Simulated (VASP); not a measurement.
All values below come from PBE0 hybrid, VASP's PBE PAW potentials (set 64) (plane waves; VASP).

The input files of a VASP run:

KPOINTS:
```
Automatic
0
G
6 6 6
```

### POSCAR
```
Li2S
1
    0.0000000000     2.8548365998     2.8548365998
    2.8548365998     0.0000000000     2.8548365998
    2.8548365998     2.8548365998     0.0000000000
Li S
2 1
Direct
  0.2500000000   0.2500000000   0.2500000000
  0.7500000000   0.7500000000   0.7500000000
  0.0000000000   0.0000000000   1.0000000000
```

INCAR:
```
LHFCALC = .TRUE.
HFRCUT = -1
SIGMA = 0.05   # width (eV)
PRECFOCK = Fast
ISIF = 2
PREC = Accurate
SYSTEM = Li2S
LREAL = .FALSE.   # projection in real space or not
NELM = 60   # most electronic steps
EDIFF = 1E-6   # SCF stop (eV)
ISMEAR = 0
AEXX = 0.25
GGA = PE
ISYM = 3
LASPH = .TRUE.   # aspherical one-centre terms
ALGO = Normal   # blocked Davidson
LWAVE = .FALSE.
LCHARG = .FALSE.
ENCUT = 520
```

### KPOINTS_OPT
```
named points and PBE's band edges
8
Reciprocal
  0.000000   0.000000   0.000000 1 ! GAMMA
  0.500000   0.000000   0.500000 1 ! X
  0.500000   0.500000   0.500000 1 ! L
  0.500000   0.250000   0.750000 1 ! W
  0.375000   0.375000   0.750000 1 ! K
  0.625000   0.250000   0.625000 1 ! U
  0.035710   0.000000   0.035710 1 ! near an edge
  0.464290   0.000000   0.464290 1 ! near an edge
```

POTCAR, in this order: Li_sv S (PBE.64 set). Program: vasp_std. Read from the step before: WAVECAR.

**Question.** What will the output report for the number of irreducible k-points (NKPTS), largest plane-wave count, number of space-group operations, FFT grid (NGX, NGY, NGZ)?

**Answer.** 
```
Quantity                                      Result
--------------------------------------  ------------
number of irreducible k-points (NKPTS)            16
largest plane-wave count                        1272
number of space-group operations                  48
FFT grid (NGX, NGY, NGZ)                30 × 30 × 30
```

The compound is Li2S in the antifluorite structure. It was relaxed first.
